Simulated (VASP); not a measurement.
# Ga2Pt in VASP: a series of runs

One slab, Ga2Pt, is run at these levels: PBEsol; tasks: single point.

All numbers are computed with VASP 6.6.1; they aren't measurements. Logs are shortened: lines on timing, memory, paths and dates and some standing lists are left out, and cuts for length are marked.

## Step 1: The structure

The cell holds a slab with vacuum, 6 atoms: a = 4.180 Å, b = 4.180 Å, c = 21.972 Å, α = 90.00°, β = 90.00°, γ = 60.00°.

## Step 2: Single point, PBEsol

The input, INCAR:

```
SYSTEM = Ga2Pt
ALGO = Normal
DIPOL = 0.5 0.5 0.494
EDIFF = 1E-6
EFIELD = -0.05
ENCUT = 520
GGA = PS
IDIPOL = 3
ISIF = 2
ISMEAR = 1
LASPH = .TRUE.
LCHARG = .FALSE.
LDIPOL = .TRUE.
LREAL = .FALSE.
LWAVE = .FALSE.
NBANDS = 45
NELM = 100
PREC = Accurate
SIGMA = 0.1
```

The input, KPOINTS:

```
k-points
0
G
  5 5 1
  0 0 0
```

The input, POSCAR:

```
Ga2Pt
1.0
    4.1797080000      0.0000000000      0.0000000000
    2.0898540000      3.6197333084      0.0000000000
    0.0000000000      0.0000000000     21.9722552597
Ga Pt
4 2
Direct
    0.3333333333      0.3333333333      0.4029253810
    1.0000000000      0.0000000000      0.4805850762
    0.6666666667      0.6666666667      0.5582447714
    0.3333333333      0.3333333333      0.6359044665
    0.0000000000      0.0000000000      0.3640955335
    0.3333333333      0.3333333333      0.5194149238
```

Potentials or basis: VASP PAW PBE potentials, release 64 (Ga_d, Pt).

Run with:

```sh
$ cat potpaw_PBE.64/Ga_d/POTCAR potpaw_PBE.64/Pt/POTCAR > POTCAR
$ mpirun -np 1 vasp_std > vasp.out
```

OUTCAR:

```text
SYSTEM = Ga2Pt
   EDIFF = 1E-6
   ENCUT = 520
   GGA = PS
   ISIF = 2
   ISMEAR = 1
   LASPH = .TRUE.
   LREAL = .FALSE.
   NELM = 100
   PREC = Accurate

 ion  position               nearest neighbor table
   1  0.333  0.333  0.403-   5 2.56   5 2.56   5 2.56   6 2.56
   2  0.000  0.000  0.481-   5 2.56   6 2.56   6 2.56   6 2.56
   3  0.667  0.667  0.558-   6 2.56   6 2.56   6 2.56
   4  0.333  0.333  0.636-   6 2.56
   5  0.000  0.000  0.364-   2 2.56   1 2.56   1 2.56   1 2.56
   6  0.333  0.333  0.519-   4 2.56   3 2.56   2 2.56   3 2.56   2 2.56   2 2.56   3 2.56   1 2.56

  LATTYP: Found a hexagonal cell.
 ALAT       =     4.1797080000
 C/A-ratio  =     5.2568876246

  Lattice vectors:

 A1 = (  -2.0898540000,  -3.6197333084,   0.0000000000)
 A2 = (   4.1797080000,   0.0000000000,   0.0000000000)
 A3 = (   0.0000000000,   0.0000000000,  21.9722552597)

Analysis of symmetry for initial positions (statically):
=====================================================================
 Subroutine PRICEL returns:
 Original cell was already a primitive cell.

 Routine SETGRP: Setting up the symmetry group for a
 hexagonal supercell.

 Subroutine GETGRP returns: Found  6 space group operations
 (whereof  6 operations were pure point group operations)
 out of a pool of 24 trial point group operations.

The static configuration has the point symmetry C_3v.

Analysis of symmetry for dynamics (positions and initial velocities):
=====================================================================
 An external electric field (EFIELD) may reduce the allowed symmetry operations
 Subroutine PRICEL returns:
 Original cell was already a primitive cell.

 Routine SETGRP: Setting up the symmetry group for a
 hexagonal supercell.

 Subroutine GETGRP returns: Found  6 space group operations
 (whereof  6 operations were pure point group operations)
 out of a pool of 24 trial point group operations.

The dynamic configuration has the point symmetry C_3v.

 Subroutine INISYM returns: Found  6 space group operations
 (whereof  6 operations are pure point group operations),
 and found     1 'primitive' translations

----------------------------------------------------------------------------------------

                                     Primitive cell

  volume of cell :     332.4277

  direct lattice vectors                    reciprocal lattice vectors
     4.179708000  0.000000000  0.000000000     0.239251163 -0.138131723  0.000000000
     2.089854000  3.619733308  0.000000000     0.000000000  0.276263447  0.000000000
     0.000000000  0.000000000 21.972255260     0.000000000  0.000000000  0.045511942

  length of vectors
     4.179708000  4.179708000 21.972255260     0.276263447  0.276263447  0.045511942

  position of ions in fractional coordinates (direct lattice)
     0.333333333  0.333333333  0.402925381
     0.000000000  0.000000000  0.480585076
     0.666666667  0.666666667  0.558244771
     0.333333333  0.333333333  0.635904467
     0.000000000  0.000000000  0.364095533
     0.333333333  0.333333333  0.519414924

  ion indices of the primitive-cell ions
   primitive index   ion index
                 1           1
                 2           2
                 3           3
                 4           4
                 5           5
                 6           6

----------------------------------------------------------------------------------------

 KPOINTS: k-points

Automatic generation of k-mesh.
 Grid dimensions read from file:
 generate k-points for:    5    5    1

 Generating k-lattice:

  Cartesian coordinates                     Fractional coordinates (reciprocal lattice)
     0.047850233 -0.027626345  0.000000000     0.200000000  0.000000000  0.000000000
     0.000000000  0.055252689  0.000000000     0.000000000  0.200000000  0.000000000
     0.000000000  0.000000000  0.045511942     0.000000000  0.000000000  1.000000000

  Length of vectors
     0.055252689  0.055252689  0.045511942

  Shift w.r.t. Gamma in fractional coordinates (k-lattice)
     0.000000000  0.000000000  0.000000000

 Subroutine IBZKPT returns following result:
 ===========================================

 Found      5 irreducible k-points:

 Following reciprocal coordinates:
            Coordinates               Weight
  0.000000  0.000000  0.000000      1.000000
  0.200000 -0.000000  0.000000      6.000000
  0.400000  0.000000  0.000000      6.000000
  0.400000  0.200000  0.000000      6.000000
 -0.400000  0.200000  0.000000      6.000000
   k-points           NKPTS =      5   k-points in BZ     NKDIM =      5   number of bands    NBANDS=     45
   number of dos      NEDOS =    301   number of ions     NIONS =      6
   total plane-waves  NPLWV = 172032
   dimension x,y,z NGX =    32 NGY =   32 NGZ =  168
   dimension x,y,z NGXF=    64 NGYF=   64 NGZF=  336
   ions per type =               4   2
   NGX,Y,Z   is equivalent  to a cutoff of  12.73, 12.73, 12.71 a.u.
   NGXF,Y,Z  is equivalent  to a cutoff of  25.46, 25.46, 25.42 a.u.
 SYSTEM =  Ga2Pt
   PREC   = accura    normal or accurate (medium, high low for compatibility)
   ISTART =      0    job   : 0-new  1-cont  2-samecut
   ICHARG =      2    charge: 1-file 2-atom 10-const
   ISPIN  =      1    spin polarized calculation?
   LNONCOLLINEAR =      F non collinear calculations
   LSORBIT =      F    spin-orbit coupling
   LASPH  =      T    aspherical Exc in radial PAW
   ENCUT  =  520.0 eV  38.22 Ry    6.18 a.u.   7.77  7.77 40.85*2*pi/ulx,y,z
   NELM   =    100;   NELMIN=  2; NELMDL= -5     # of ELM steps
   EDIFF  = 0.1E-05   stopping-criterion for ELM
   LREAL  =      F    real-space projection
   EDIFFG = 0.1E-04   stopping-criterion for IOM
   NSW    =      0    number of steps for IOM
   IBRION =     -1    ionic relax: 0-MD 1-quasi-New 2-CG
   NFREE  =      0    steps in history (QN), initial steepest desc. (CG)
   ISIF   =      2    stress and relaxation
   ISYM   =      2    0-nonsym 1-usesym 2-fastsym
   POTIM  = 0.5000    time-step for ionic-motion
   TEBEG  =    0.0;   TEEND  =   0.0 temperature during run
   PSTRESS=    0.0 pullay stress
   NELECT =      72.0000    total number of electrons
   NUPDOWN=      -1.0000    fix difference up-down
   EMIN   =  10.00;   EMAX   =-10.00  energy-range for DOS
   EFERMI =   0.00;   METHOD = LEGACY
   ISMEAR =     1;   SIGMA  =   0.10  broadening in eV -4-tet -1-fermi 0-gaus
   EFERMI_NEDOS =   21; number of points for ismear=-14 and -15
   IALGO  =     38    algorithm
   IMIX   =      4    mixing-type and parameters
     AMIX     =   0.40;   BMIX     =  1.00
     AMIX_MAG =   1.60;   BMIX_MAG =  1.00
  volume/ion in A,a.u.               =      55.40       373.89
  Fermi-wavevector in a.u.,A,eV,Ry     =   0.983150  1.857885 13.151182  0.966585
  Thomas-Fermi vector in A             =   2.114287
   LORBIT       =      0    0 simple, 1 ext, 2 COOP (PROOUT), +10 PAW based schemes
   GGA     = PS    functional components
   LHFCALC =     F    Hartree Fock is set to
   AEXX    =    0.0000 exact exchange contribution
   IVDW    =     0    specifies the selected vdW correction
   LEPSILON=     F    determine dielectric tensor
   LRPA    =     F    only Hartree local field effects (RPA)
 non-spin polarized calculation
 Methfessel and Paxton  Order N= 1 SIGMA  =   0.10
  energy-cutoff  :      520.00
  volume of cell :      332.43
 maximum number of plane-waves:      8991
   NGX = 15   NGY = 15   NGZ = 81

 dipolmoment           0.000000      0.000000      0.041162 electrons x Angstroem

 number of electron      72.0000015 magnetization

 dipolmoment           0.000000      0.000000     -0.050103 electrons x Angstroem

 Free energy of the ion-electron system (eV)
  ---------------------------------------------------
  ext. energy  EPLUGINS =         0.00000000
  ---------------------------------------------------
  free energy    TOTEN  =       -27.30739999 eV

  energy without entropy =      -27.30139800  energy(sigma->0) =      -27.30539933

 E-fermi :  -1.2112     XC(G=0):  -4.6394

 val. band max:       -1.2173252317   @ k =   0.4000   0.2000   0.0000
 cond. band min:      -0.7140065561   @ k =   0.4000   0.0000   0.0000
 fundamental gap:      0.5033186755
 Fermi energy:        -1.2111558395

 k-point     1 :       0.0000    0.0000    0.0000
  band No.  band energies     occupation
      1     -15.7350      2.00000
      2     -15.7350      2.00000
      3     -15.6655      2.00000
      4     -15.6607      2.00000
      5     -15.6570      2.00000
      6     -15.6570      2.00000
[... 37 lines left out ...]
     44       3.7563      0.00000
     45       4.4773      0.00000

 k-point     2 :       0.2000   -0.0000    0.0000
  band No.  band energies     occupation
      1     -15.7245      2.00000
      2     -15.7077      2.00000
      3     -15.6807      2.00000
      4     -15.6595      2.00000
      5     -15.6507      2.00000
      6     -15.6500      2.00000
[... 37 lines left out ...]
     44       3.9577      0.00000
     45       4.0353      0.00000

 k-point     3 :       0.4000    0.0000    0.0000
  band No.  band energies     occupation
      1     -15.7067      2.00000
      2     -15.7048      2.00000
      3     -15.6582      2.00000
      4     -15.6441      2.00000
      5     -15.6382      2.00000
      6     -15.6286      2.00000
[... 37 lines left out ...]
     44       4.0528      0.00000
     45       4.6813      0.00000

 k-point     4 :       0.4000    0.2000    0.0000
  band No.  band energies     occupation
      1     -15.7047      2.00000
      2     -15.6846      2.00000
      3     -15.6774      2.00000
      4     -15.6587      2.00000
      5     -15.6494      2.00000
      6     -15.6349      2.00000
[... 37 lines left out ...]
     44       4.1520      0.00000
     45       4.8478      0.00000

 k-point     5 :      -0.4000    0.2000    0.0000
  band No.  band energies     occupation
      1     -15.6898      2.00000
      2     -15.6864      2.00000
      3     -15.6588      2.00000
      4     -15.6533      2.00000
      5     -15.6364      2.00000
      6     -15.6282      2.00000
[... 37 lines left out ...]
     44       4.7822      0.00000
     45       5.2573      0.00000

------------------------ aborting loop because EDIFF is reached ----------------------------------------

 vacuum level on the upper side and lower side of the slab       (xc-potential included)         0.148        -0.356

  FORCE on cell =-STRESS in cart. coord.  units (eV):
  Direction    XX          YY          ZZ          XY          YZ          ZX
  --------------------------------------------------------------------------------------
  -------------------------------------------------------------------------------------
  Total       -3.1867753     -3.1867753     -2.7736180     -0.0000000      0.0000000     -0.0000000
  in kB      -15.3590684    -15.3590684    -13.3678045     -0.0000000      0.0000000     -0.0000000
  external PRESSURE =     -14.6953137 kB  Pullay stress =       0.0000000 kB

 VOLUME and BASIS-vectors are now :
 -----------------------------------------------------------------------------
  energy-cutoff  :      520.00
  volume of cell :      332.43
      direct lattice vectors                 reciprocal lattice vectors
     4.179708000  0.000000000  0.000000000     0.239251163 -0.138131723  0.000000000
     2.089854000  3.619733308  0.000000000     0.000000000  0.276263447  0.000000000
     0.000000000  0.000000000 21.972255260     0.000000000  0.000000000  0.045511942

 POSITION                                       TOTAL-FORCE (eV/Angst)
 -----------------------------------------------------------------------------------
      2.08985      1.20658      8.85318        -0.000000     -0.000000     -0.854793
      0.00000      0.00000     10.55954        -0.000000     -0.000000     -0.220394
      4.17971      2.41316     12.26590        -0.000000      0.000000      0.025970
      2.08985      1.20658     13.97226         0.000000     -0.000000     -0.050157
      0.00000      0.00000      8.00000         0.000000     -0.000000      1.469675
      2.08985      1.20658     11.41272         0.000000     -0.000000     -0.370301
 -----------------------------------------------------------------------------------
    total drift:                                0.000001      0.000001     -0.000839

  FREE ENERGIE OF THE ION-ELECTRON SYSTEM (eV)
  ---------------------------------------------------
  free  energy   TOTEN  =       -27.3073999948 eV

  energy  without entropy=      -27.3013979952  energy(sigma->0) =      -27.30539933

 vacuum level on the upper side and lower side of the slab         3.823         3.332
```

It took 1.8 min on 1 thread of AMD EPYC 9R14 (Zen 4), shared host; peak memory 0.39 GiB.

What came out:

* Free energy: -27.3074 eV
* Largest force: 1.470 eV/Å
* Band gap on the k mesh: none (metal or under the smearing width)

Forces on the atoms (eV/Å):
```
Ga   0.000  0.000 -0.855
Ga   0.000  0.000 -0.220
Ga   0.000  0.000  0.026
Ga   0.000  0.000 -0.050
Pt   0.000  0.000  1.470
Pt   0.000  0.000 -0.370
```

Levels at points of the mesh, in eV from the Fermi level:
```
           k point  band 32  band 33  band 34  band 35  band 36  band 37  band 38  band 39  band 40  band 41
(0.00, 0.00, 0.00)    -1.92    -1.92    -1.17     1.42     2.41     2.41     2.54     4.02     4.44     4.51
```

Caveat: the PAW data sets were made with another functional, which shifts forces and pressure a little. Spin-orbit coupling is left out, which matters for the levels of Pt.

## Step 3: Single point, PBEsol

The input, INCAR:

```
SYSTEM = Ga2Pt
PREC = Accurate
ENCUT = 520
EDIFF = 1E-6
ISMEAR = 1
SIGMA = 0.1
LREAL = .False.
LASPH = .True.
NELM = 100
ALGO = Normal
ISIF = 2
LWAVE = .False.
LCHARG = .True.
LDIPOL = .True.
IDIPOL = 3
DIPOL = 0.5 0.5 0.494
GGA = PS
LELF = .True.
LVHAR = .True.
LVACPOTAV = .True.
EFIELD = 0.05
NBANDS = 45
```

The input, KPOINTS:

```
regular mesh
0
Gamma
  5 5 1
  0 0 0
```

POSCAR is that of step 2.

Potentials or basis: VASP PAW PBE potentials, release 64 (Ga_d, Pt).

Run with:

```sh
$ cat potpaw_PBE.64/Ga_d/POTCAR potpaw_PBE.64/Pt/POTCAR > POTCAR
$ mpirun -np 1 vasp_std > vasp.out
```

It took 2 min on 1 thread of AMD EPYC 9R14 (Zen 4), shared host; peak memory 0.39 GiB.

Results (log left out):

```yaml
Free_energy: -27.3060 eV
Largest_force: 1.467 eV/Å
Band_gap_on_the_k_mesh: none (metal or under the smearing width)
Work_function_of_the_upper_face: 4.58 eV
Work_function_of_the_lower_face: 5.20 eV
```

Forces in eV/Å, atoms in the order of the input:
```
Ga   0.000  0.000 -0.851
Ga   0.000  0.000 -0.230
Ga   0.000  0.000  0.026
Ga   0.000  0.000 -0.057
Pt   0.000  0.000  1.467
Pt   0.000  0.000 -0.355
```

Levels at points of the mesh, in eV from the Fermi level:
```tsv
k point	band 33	band 34	band 35	band 36	band 37	band 38	band 39	band 40
(0.00, 0.00, 0.00)	-1.91	-1.16	1.44	2.42	2.42	2.52	4.00	4.41
```

Caveat: the PAW data sets were made with another functional, which shifts forces and pressure a little. The run has no spin-orbit coupling, so splittings on Pt are missing.
